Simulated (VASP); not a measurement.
OSZICAR of a VASP run on Ta (bcc):

### OSZICAR
```
       N       E                     dE             d eps       ncg     rms          rms(c)
DAV:   1     0.468486878541E+02    0.46849E+02   -0.65860E+03  1880   0.117E+03
DAV:   2    -0.115654894206E+02   -0.58414E+02   -0.57705E+02  2403   0.249E+02
DAV:   3    -0.122643416403E+02   -0.69885E+00   -0.66826E+00  2144   0.269E+01
DAV:   4    -0.122699844464E+02   -0.56428E-02   -0.56301E-02  2090   0.185E+00
DAV:   5    -0.122700303806E+02   -0.45934E-04   -0.45933E-04  2101   0.140E-01    0.136E+01
DAV:   6    -0.119233165359E+02    0.34671E+00   -0.39080E-01  1943   0.765E+00    0.665E+00
DAV:   7    -0.118170258352E+02    0.10629E+00   -0.31592E-01  1964   0.653E+00    0.392E-01
DAV:   8    -0.118156584605E+02    0.13674E-02   -0.19914E-03  2105   0.522E-01    0.854E-02
DAV:   9    -0.118156781229E+02   -0.19662E-04   -0.10570E-04  2041   0.136E-01    0.341E-02
DAV:  10    -0.118156726939E+02    0.54289E-05   -0.38015E-06  1967   0.308E-02    0.881E-03
DAV:  11    -0.118156733442E+02   -0.65029E-06   -0.53786E-08   979   0.350E-03
   1 F= -.12135743E+02 E0= -.12135845E+02  d E =-.121357E+02
       N       E                     dE             d eps       ncg     rms          rms(c)
DAV:   1    -0.118334392095E+02   -0.17767E-01   -0.47258E-01  1903   0.101E+01    0.106E+00
DAV:   2    -0.118218450858E+02    0.11594E-01   -0.16133E-02  1909   0.160E+00    0.360E-01
DAV:   3    -0.118192111546E+02    0.26339E-02   -0.87678E-03  1941   0.113E+00    0.145E-01
DAV:   4    -0.118192491717E+02   -0.38017E-04   -0.10308E-04  2125   0.117E-01    0.136E-02
DAV:   5    -0.118192485224E+02    0.64935E-06   -0.90407E-06  1965   0.348E-02
   2 F= -.12134631E+02 E0= -.12134670E+02  d E =0.111221E-02
       N       E                     dE             d eps       ncg     rms          rms(c)
DAV:   1    -0.118243609547E+02   -0.51118E-02   -0.23412E-01  1902   0.704E+00    0.757E-01
DAV:   2    -0.118185815565E+02    0.57794E-02   -0.78844E-03  1905   0.113E+00    0.256E-01
DAV:   3    -0.118172438320E+02    0.13377E-02   -0.44560E-03  1940   0.815E-01    0.107E-01
DAV:   4    -0.118172753909E+02   -0.31559E-04   -0.50931E-05  2139   0.821E-02    0.105E-02
DAV:   5    -0.118172752130E+02    0.17784E-06   -0.62782E-06  1945   0.299E-02
   3 F= -.12135966E+02 E0= -.12136049E+02  d E =-.223052E-03
```

Question: Which electronic solver shows in the log?

Answer: It is blocked Davidson (ALGO = Normal, or the opening steps of other solvers). The INCAR had ALGO = Normal.

Question: Can the final energy be trusted as converged?

Answer: The calculation finished and met its thresholds. It stopped with EDIFF = 1E-6, NELM = 100, NSW = 60 and EDIFFG = -0.01 after 3 ionic steps (PBE GGA with D4 dispersion, plane waves, VASP's PBE PAW potentials (set 64)).

The compound is Ta in the bcc structure. This run relaxes it. Symmetry was kept, so distortions that lower it aren't found.
